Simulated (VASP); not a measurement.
# GePt: Pt into a neighbouring Pt vacancy, part 2 of 4

Aim: the barrier for one hop in GePt: Pt into a neighbouring Pt vacancy. The start is a cell from a database of measured crystal structures.

VASP 6.6.1; PBEsol; plane waves and PAW (Pt, Ge).

So far. Step 2 (Relax the host): The run ended after 11 ionic steps, 0.008 eV below its first step, once forces and stress met EDIFFG = -0.02.

**3. Relax the start**

System of this step: Ge16Pt15. The cell holds 31 atoms: 15 Pt and 16 Ge. Cell: a = 9.165 Å, b = 9.165 Å, c = 9.165 Å, α = 102.5°, β = 132.4°, γ = 96.2°. It derives from GePt. Nearest the centre at fractional (0.750, 0.750, 0.750): Pt8 at 1.48 Å, Ge16 at 2.11 Å, Ge22 at 2.13 Å, Ge20 at 2.15 Å, Ge25 at 3.26 Å, Ge31 at 3.27 Å, Ge29 at 3.29 Å, Pt4 at 3.56 Å.

A path needs two true minima; the start is relaxed with symmetry off.

File INCAR:

```
SYSTEM = Ge16Pt15
PREC = Normal
ENCUT = 280
EDIFF = 1E-05
NELM = 120
ISMEAR = 1
SIGMA = 0.15
LREAL = Auto
ALGO = Fast
GGA = PS
NBANDS = 132
LASPH = .TRUE.
LORBIT = 11
LWAVE = .FALSE.
LCHARG = .FALSE.
KPAR = 6
IBRION = 2
NSW = 60
ISIF = 2
EDIFFG = -0.05
POTIM = 0.4
MAXMIX = 40
ISYM = 0
```

File POSCAR:

```
Ge16Pt15
1.0
   -5.7355789894      3.6971274384      6.1188819555
    5.7355789894     -3.6971274384      6.1188819555
    5.7355789894      3.6971274384     -6.1188819555
Pt Ge
15 16
Direct
    0.2818264152      0.4051481860      0.8777664006
    0.2822423842      0.9024630752      0.3751183088
    0.7812316970      0.4036652661      0.3755771887
    0.2800344335      0.4055288193      0.3756481389
    0.7778355119      0.9020505826      0.3733337921
    0.7786935544      0.4046886457      0.8762099721
    0.2783817242      0.9027725600      0.8729995274
    0.7260813903      0.5970422472      0.6279612313
    0.2155408927      0.0908649390      0.6151052303
    0.2218689564      0.5954965626      0.1247833304
    0.7173110171      0.0989528309      0.1256262204
    0.2237687670      0.1006395832      0.1303692241
    0.7167518954      0.5953718832      0.1197045517
    0.7164995957      0.0950678487      0.6219287628
    0.2182199603      0.5957081601      0.6223774664
    0.5805290879      0.6129003575      0.7825637771
    0.0841950477      0.1151208671      0.7857466807
    0.0824197382      0.6113152246      0.2828534364
    0.5798557864      0.1165886275      0.2809348943
    0.5773696387      0.7984112289      0.4642863516
    0.0803929302      0.2974483626      0.4685311258
    0.0810372939      0.7962657004      0.9663080800
    0.5806200204      0.2966752264      0.9701639068
    0.4215659252      0.2009980718      0.5360570032
    0.9211886157      0.7000413353      0.5329220617
    0.9153842862      0.2001810499      0.0329292830
    0.4188009640      0.7021160855      0.0309033671
    0.4123753777      0.3848230541      0.2136254258
    0.9195320305      0.8869332408      0.2210784708
    0.9207104356      0.3872023701      0.7189023115
    0.4192785071      0.8878114467      0.7199204256
```

File KPOINTS:

```
Automatic mesh
0
Gamma
3 3 3
0 0 0
```

PAW data sets: Pt and Ge (PBE family, release 64).

On the command line:

```
mpirun -np 6 vasp_std
```

The program printed:

```text
[banner, memory and clock lines left out]
running    6 mpi-ranks, on    1 nodes
 distrk:  each k-point on    1 cores,    6 groups
 distr:  one band on    1 cores,    1 groups

 POSCAR found type information on POSCAR PtGe
 POSCAR found :  2 types and      31 ions
 [... a notice as in an earlier step ...]

 [... a notice as in an earlier step ...]

 LDA part: xc-table for (Slater+PW92), standard interpolation
 POSCAR, INCAR and KPOINTS ok, starting setup
 FFT: planning ... GRIDC
 FFT: planning ... GRID_SOFT
 FFT: planning ... GRID
 WAVECAR not read
 entering main loop
       N       E                     dE             d eps       ncg     rms          rms(c)
DAV:   1     0.744123985775E+03    0.74412E+03   -0.67257E+04  3704   0.890E+02
DAV:   2    -0.153471981817E+03   -0.89760E+03   -0.85269E+03  4204   0.215E+02
DAV:   3    -0.204586793743E+03   -0.51115E+02   -0.49413E+02  4312   0.460E+01
DAV:   4    -0.206054948777E+03   -0.14682E+01   -0.14521E+01  4416   0.745E+00
DAV:   5    -0.206101783750E+03   -0.46835E-01   -0.46729E-01  4616   0.119E+00    0.406E+01
RMM:   6    -0.198736115512E+03    0.73657E+01   -0.37234E+01  3696   0.147E+01    0.189E+01
RMM:   7    -0.197951611964E+03    0.78450E+00   -0.29113E+00  3696   0.372E+00    0.896E+00
RMM:   8    -0.197778065838E+03    0.17355E+00   -0.82637E-01  3699   0.189E+00    0.139E+00
RMM:   9    -0.197783984348E+03   -0.59185E-02   -0.20597E-01  3809   0.818E-01    0.550E-01
RMM:  10    -0.197788084801E+03   -0.41005E-02   -0.57291E-02  4083   0.402E-01    0.365E-01
RMM:  11    -0.197788043843E+03    0.40958E-04   -0.11605E-02  3699   0.260E-01    0.121E-01
RMM:  12    -0.197788100604E+03   -0.56760E-04   -0.36126E-03  3929   0.110E-01    0.494E-02
RMM:  13    -0.197788166424E+03   -0.65820E-04   -0.80219E-04  4125   0.459E-02    0.305E-02
RMM:  14    -0.197788163658E+03    0.27661E-05   -0.11266E-04  3678   0.217E-02    0.154E-02
RMM:  15    -0.197788162483E+03    0.11744E-05   -0.31521E-05  2475   0.105E-02
   1 F= -.19778816E+03 E0= -.19779127E+03  d E =-.197788E+03
 curvature:   0.00 expect dE= 0.000E+00 dE for cont linesearch  0.000E+00
 trial: gam= 0.00000 g(F)=  0.352E+00 g(S)=  0.000E+00 ort = 0.000E+00 (trialstep = 0.100E+01)
 search vector abs. value=  0.352E+00
 bond charge predicted
       N       E                     dE             d eps       ncg     rms          rms(c)
DAV:   1    -0.198007352345E+03   -0.21919E+00   -0.34048E+01  3824   0.125E+01    0.921E-01
RMM:   2    -0.198054610301E+03   -0.47258E-01   -0.52636E-01  3696   0.197E+00    0.413E-01
RMM:   3    -0.198061314281E+03   -0.67040E-02   -0.82138E-02  3761   0.774E-01    0.280E-01
RMM:   4    -0.198062008315E+03   -0.69403E-03   -0.18248E-02  4009   0.315E-01    0.226E-01
RMM:   5    -0.198061424861E+03    0.58345E-03   -0.57869E-03  3721   0.190E-01    0.802E-02
RMM:   6    -0.198061398090E+03    0.26771E-04   -0.12318E-03  3814   0.829E-02    0.304E-02
RMM:   7    -0.198061420306E+03   -0.22216E-04   -0.38387E-04  4150   0.388E-02    0.181E-02
RMM:   8    -0.198061424210E+03   -0.39041E-05   -0.59653E-05  3216   0.158E-02
   2 F= -.19806142E+03 E0= -.19806478E+03  d E =-.273262E+00
[... from here on, the cycles between the ionic steps are left out ...]
   3 F= -.19818224E+03 E0= -.19818580E+03  d E =-.394075E+00
   4 F= -.19825545E+03 E0= -.19825887E+03  d E =-.732113E-01
   5 F= -.19828791E+03 E0= -.19829128E+03  d E =-.105669E+00
   6 F= -.19831501E+03 E0= -.19831828E+03  d E =-.271008E-01
   7 F= -.19832414E+03 E0= -.19832742E+03  d E =-.362320E-01
   8 F= -.19833442E+03 E0= -.19833774E+03  d E =-.102813E-01
   9 F= -.19833655E+03 E0= -.19833990E+03  d E =-.124124E-01
 curvature:  -2.06 expect dE=-0.467E-02 dE for cont linesearch -0.242E-04
 trial: gam= 0.33554 g(F)=  0.227E-02 g(S)=  0.000E+00 ort = 0.352E-03 (trialstep = 0.204E+01)
 search vector abs. value=  0.369E-02
 bond charge predicted
       N       E                     dE             d eps       ncg     rms          rms(c)
DAV:   1    -0.198338119613E+03   -0.15681E-02   -0.15054E+00  3760   0.264E+00    0.141E-01
RMM:   2    -0.198339667707E+03   -0.15481E-02   -0.16584E-02  3696   0.383E-01    0.872E-02
RMM:   3    -0.198339954710E+03   -0.28700E-03   -0.29843E-03  3752   0.147E-01    0.692E-02
RMM:   4    -0.198339931730E+03    0.22980E-04   -0.68854E-04  3707   0.636E-02    0.419E-02
RMM:   5    -0.198339922192E+03    0.95384E-05   -0.29495E-04  3719   0.412E-02    0.213E-02
RMM:   6    -0.198339920339E+03    0.18530E-05   -0.70176E-05  3665   0.195E-02
  10 F= -.19833992E+03 E0= -.19834330E+03  d E =-.336958E-02
 trial-energy change:   -0.003370  1 .order   -0.003129   -0.004869   -0.001388
 step:   2.5727(harm=  2.8521)  dis= 0.00883  next Energy=  -198.340106 (dE=-0.356E-02)
 reached required accuracy - stopping structural energy minimisation
```

It took 8.5 min on 6 MPI ranks of Intel Xeon Platinum 8259CL at 2.50GHz (Skylake/Cascade Lake), shared host; peak memory 2.6 GiB.

Parts of OUTCAR (step 3):

```text
 Found     14 irreducible k-points:

   k-points           NKPTS =     14   k-points in BZ     NKDIM =     14   number of bands    NBANDS=    132

   dimension x,y,z NGX =    40 NGY =   40 NGZ =   40
   dimension x,y,z NGXF=    80 NGYF=   80 NGZF=   80

   ENCUT  =  280.0 eV  20.58 Ry    4.54 a.u.  12.51 12.51 12.51*2*pi/ulx,y,z

   NELECT =     214.0000    total number of electrons

 E-fermi :   8.0770

 k-point     1 :       0.0000    0.0000    0.0000
  band No.  band energies     occupation
    ...
    103       6.9481      2.00000
    104       6.9623      2.00000
    105       7.1397      2.00000
    106       8.0444      1.35750
    107       8.0780      0.98797
    108       8.6498     -0.00000
    109       8.7812     -0.00000
    110       8.8408     -0.00000
    111       8.8505     -0.00000
    112       8.9071     -0.00000
    ...

 k-point     2 :       0.3333    0.0000    0.0000
  band No.  band energies     occupation
    ...
    102       7.0509      2.00000
    103       7.1197      2.00000
    104       7.1497      2.00000
    105       7.3964      2.00000
    106       7.7861      2.01938
    107       8.1379      0.37081
    108       8.3798     -0.01504
    109       8.4629     -0.00166
    110       8.6672     -0.00000
    111       8.8706     -0.00000
    ...

  Total       -9.2074080     -7.6413659     -6.0397297     -0.0149829     -0.0086490     -0.7386811
  in kB      -28.4232818    -23.5889074    -18.6446543     -0.0462522     -0.0266996     -2.2803097
  external PRESSURE =     -23.5522811 kB  Pullay stress =       0.0000000 kB

  energy-cutoff  :      280.00
  volume of cell :      519.01
      direct lattice vectors                 reciprocal lattice vectors
    -5.735578989  3.697127438  6.118881956     0.000000000  0.135240131  0.081714275
     5.735578989 -3.697127438  6.118881956     0.087175157  0.000000000  0.081714275
     5.735578989  3.697127438 -6.118881956     0.087175157  0.135240131  0.000000000

 POSITION                                       TOTAL-FORCE (eV/Angst)
 -----------------------------------------------------------------------------------
      5.73773      2.77192     -1.18936        -0.006979     -0.001027     -0.027746
      5.75061     -0.92491      4.90124         0.005781      0.001734     -0.005196
      0.00718      2.77119      4.91581        -0.004375      0.002653      0.004159
      2.87133      0.89521      1.87195         0.003682      0.001376      0.010684
      2.85796      0.92726      8.02984        -0.002974      0.000911     -0.003072
      2.87131      4.65077      1.87244        -0.001978     -0.005647      0.006747
      8.59263      0.91808      1.91085         0.001816      0.002321     -0.005260
      2.93271      2.77282      4.27752         0.012668      0.004147      0.010722
      2.85175      2.77209     -1.91548        -0.007440      0.001750     -0.020880
      2.88588     -0.92394      4.23151         0.022331     -0.001209     -0.007801
     -2.93072      2.77161      4.28662        -0.023825      0.001528      0.000799
      0.01363      0.94483      1.17699         0.002615     -0.018898      0.005978
     -0.00548      0.88941      7.24531         0.008285     -0.016240     -0.021322
      0.01302      4.60060      1.17624         0.011619      0.015229      0.003695
      5.72997      0.95513      1.12512         0.010448      0.021680     -0.014373
      4.76530      2.77172      2.65497         0.003467     -0.003462      0.020814
      4.67962      2.77163     -3.60633         0.000658      0.006907     -0.009022
      4.68336     -0.92579      2.46884         0.031447      0.004381     -0.013666
     -1.09302      2.77236      2.54424        -0.015097     -0.005589      0.032782
      3.98642      0.93739      5.56569         0.007739     -0.018872     -0.003663
      3.91267      0.93438     -0.54119        -0.017043     -0.006711      0.003556
      9.72327      0.91179     -0.55361        -0.003141      0.007655      0.000052
      3.91184      4.61061     -0.54016        -0.009743     -0.001064      0.001118
      1.83098      2.77217      0.52188        -0.028354      0.004754      0.015629
      1.77779      2.77034      6.68679        -0.003972      0.006324     -0.009125
     -4.11238      2.77283      6.54882        -0.004020     -0.003237      0.029319
      1.84596     -0.92537      6.62869         0.017279     -0.006112     -0.012046
      1.08739      0.92780      3.59940         0.002412     -0.016951     -0.011622
      1.02034      0.80084      9.75438        -0.015185     -0.004399      0.012103
      1.08659      4.61617      3.59870         0.005023      0.016553     -0.006808
      6.75368      1.04617      3.63445        -0.003145      0.009513      0.013448
 -----------------------------------------------------------------------------------
    total drift:                               -0.016196      0.004814     -0.013517

  FREE ENERGIE OF THE ION-ELECTRON SYSTEM (eV)
  ---------------------------------------------------
  free  energy   TOTEN  =      -198.3399203389 eV

  energy  without entropy=     -198.3500470597  energy(sigma->0) =     -198.34329591

 total charge
# of ion       s       p       d       tot
------------------------------------------
    1        0.654   0.626   8.149   9.429
    2        0.639   0.630   8.124   9.393
    3        0.653   0.615   8.156   9.425
    4        0.643   0.591   8.141   9.375
    5        0.661   0.603   8.141   9.405
    6        0.643   0.591   8.141   9.375
    7        0.661   0.602   8.141   9.404
    8        0.676   0.623   8.127   9.426
    9        0.650   0.608   8.144   9.403
   10        0.658   0.617   8.149   9.424
   11        0.686   0.654   8.128   9.469
   12        0.667   0.621   8.146   9.434
   13        0.646   0.604   8.164   9.414
   14        0.667   0.621   8.146   9.434
   15        0.645   0.604   8.164   9.413
   16        1.138   1.091   0.106   2.335
   17        1.120   1.128   0.125   2.373
   18        1.128   1.124   0.122   2.373
   19        1.129   1.134   0.120   2.383
   20        1.150   1.089   0.112   2.351
   21        1.123   1.134   0.127   2.384
   22        1.150   1.089   0.112   2.351
   23        1.123   1.134   0.127   2.384
   24        1.123   1.125   0.124   2.372
   25        1.125   1.122   0.123   2.370
   26        1.147   1.065   0.098   2.310
   27        1.115   1.138   0.125   2.378
   28        1.123   1.135   0.124   2.383
   29        1.170   1.057   0.101   2.327
   30        1.123   1.135   0.124   2.382
   31        1.170   1.057   0.101   2.327
--------------------------------------------------
tot         28.009  26.967 124.034 179.010

[... 1 part as in an earlier step ...]

[... 7 further parts left out ...]
```

The steps of the relaxation:

```csv
step,energy less that of the first step (eV),largest force (eV/Å)
1,0.0000,1.1754
2,-0.2733,0.7768
3,-0.3941,0.5394
4,-0.4673,0.3389
5,-0.4997,0.2601
6,-0.5268,0.1756
7,-0.5360,0.1786
8,-0.5463,0.0844
9,-0.5484,0.0979
10,-0.5518,0.0365
```

The atoms that moved most (Å):

```csv
atom,dx,dy,dz,length
Ge26,-0.199,0.007,-0.076,0.213
Ge16,0.091,-0.002,0.141,0.168
Ge29,-0.061,-0.137,0.054,0.159
Ge31,-0.063,0.117,0.042,0.139
Pt11,-0.105,0.021,0.061,0.123
Ge22,0.079,-0.016,-0.009,0.081
Pt8,0.071,-0.026,0.024,0.079
Pt2,0.042,-0.019,-0.053,0.070
```

The relaxed structure:

```xyz
31
Lattice="-5.7356 3.6971 6.1189 5.7356 -3.6971 6.1189 5.7356 3.6971 -6.1189" Properties=species:S:1:pos:R:3 pbc="T T T"
Pt    5.7377    2.7719   -1.1894
Pt    5.7506   -0.9249    4.9012
Pt    0.0072    2.7712    4.9158
Pt    2.8713    0.8952    1.8720
Pt    2.8580    0.9273    8.0298
Pt    2.8713    4.6508    1.8724
Pt    8.5926    0.9181    1.9108
Pt    2.9327    2.7728    4.2775
Pt    2.8518    2.7721   -1.9155
Pt    2.8859   -0.9239    4.2315
Pt   -2.9307    2.7716    4.2866
Pt    0.0136    0.9448    1.1770
Pt   -0.0055    0.8894    7.2453
Pt    0.0130    4.6006    1.1762
Pt    5.7300    0.9551    1.1251
Ge    4.7653    2.7717    2.6550
Ge    4.6796    2.7716   -3.6063
Ge    4.6834   -0.9258    2.4688
Ge   -1.0930    2.7724    2.5442
Ge    3.9864    0.9374    5.5657
Ge    3.9127    0.9344   -0.5412
Ge    9.7233    0.9118   -0.5536
Ge    3.9118    4.6106   -0.5402
Ge    1.8310    2.7722    0.5219
Ge    1.7778    2.7703    6.6868
Ge   -4.1124    2.7728    6.5488
Ge    1.8460   -0.9254    6.6287
Ge    1.0874    0.9278    3.5994
Ge    1.0203    0.8008    9.7544
Ge    1.0866    4.6162    3.5987
Ge    6.7537    1.0462    3.6345
```

This step gave:

```yaml
electronic_cycles: 81
electrons: 214
free_energy_toten: -198.3399 eV
energy_at_zero_smearing: -198.3433 eV
fermi_energy: 8.077 eV
```

The run ended after 10 ionic steps, 0.552 eV below its first step, once the forces on the free atoms met EDIFFG = -0.05.

[end of part 2 of 4]

[Lines on the potential files, build, host, timing and source positions are cut from VASP's logs without a mark.]

[Logs are printed without paths, hosts, clocks, repeated set-up lines and the standing remarks that a program may print on its own settings, such as how far it seeks lower states.]

[Hosts, paths, dates, database ids (printed as entryN), source tags and the programs' standing remarks are cut or masked in the printed files.]

[Runs that stopped without an error message from VASP are left out.]
